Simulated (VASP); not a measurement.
An input for Quantum ESPRESSO's pw.x (written as the equivalent of a VASP run, and not itself run):

```
&CONTROL
  calculation = 'scf'
  pseudo_dir = './pseudo'
  outdir = './out'
  tprnfor = .true.
  tstress = .true.
/
&SYSTEM
  ibrav = 0
  nat = 8
  ntyp = 2
  ecutwfc = 92
  occupations = 'tetrahedra'
  input_dft = 'pbesol'
/
&ELECTRONS
  conv_thr = 7.3e-09
  electron_maxstep = 100
/
ATOMIC_SPECIES
  Cu 63.546 Cu.upf
  Sn 118.710 Sn.upf
CELL_PARAMETERS angstrom
     4.2505688    0.0000000    0.0000000
     0.0000000    5.4586447    0.0000000
     0.0000000    0.0000000    4.7540760
ATOMIC_POSITIONS crystal
  Cu   0.5000000  0.0000000  0.3006954
  Cu   0.0000000  0.5000000  0.6993046
  Cu   0.0000000  0.2476978  0.1557082
  Cu   0.0000000  0.7523022  0.1557082
  Cu   0.5000000  0.7476978  0.8442918
  Cu   0.5000000  0.2523022  0.8442918
  Sn   0.0000000  0.0000000  0.6572770
  Sn   0.5000000  0.5000000  0.3427230
K_POINTS automatic
  8 6 7 0 0 0
```

Task: Translate this input to VASP (INCAR, KPOINTS, POSCAR, choice of POTCAR).

Result: One answer among several that fit: 
### KPOINTS
```
Automatic mesh
0
Gamma
8 6 7
0 0 0
```

### POSCAR
```
Cu3Sn
1
    4.2505687550     0.0000000000     0.0000000000
    0.0000000000     5.4586446889     0.0000000000
    0.0000000000     0.0000000000     4.7540759506
Cu Sn
6 2
Direct
  0.5000000000   0.0000000000   0.3006954211
  0.0000000000   0.5000000000   0.6993045789
  0.0000000000   0.2476978444   0.1557082424
  0.0000000000   0.7523021556   0.1557082424
  0.5000000000   0.7476978444   0.8442917576
  0.5000000000   0.2523021556   0.8442917576
  0.0000000000   0.0000000000   0.6572769730
  0.5000000000   0.5000000000   0.3427230270
```

INCAR:
```
ALGO  =  Normal   # blocked Davidson
GGA  =  PS   # PBEsol
EDIFF  =  1E-7   # SCF stop (eV)
LORBIT  =  11
NELM  =  100
ISIF  =  2   # forces and stress, cell fixed
LEFG  =  .TRUE.
ISMEAR  =  -5   # tetrahedra, Bloechl
ENCUT  =  400   # plane-wave cut-off (eV)
LCHARG  =  .TRUE.
NEDOS  =  601   # DOS grid
LASPH  =  .TRUE.   # aspherical one-centre terms
LWAVE  =  .FALSE.
SYSTEM  =  Cu3Sn
LMAXMIX  =  4
PREC  =  Accurate
LREAL  =  .FALSE.   # projection in real space or not
```

POTCAR, in this order: Cu Sn_d (PBE.64 set). Program: vasp_std.

What does not carry over: the potentials are each code's own (VASP's PAW set, PseudoDojo norm-conserving files in pw.x), so ENCUT and ecutwfc are chosen apart and not converted; conv_thr bounds pw.x's estimated SCF error, while EDIFF bounds the energy change between steps; the field gradients of LEFG aren't asked of the other code.

The structure comes from a measured Cu3Sn entry (Pmmn) of the Crystallography Open Database, whose conditions weren't checked. It was relaxed first.
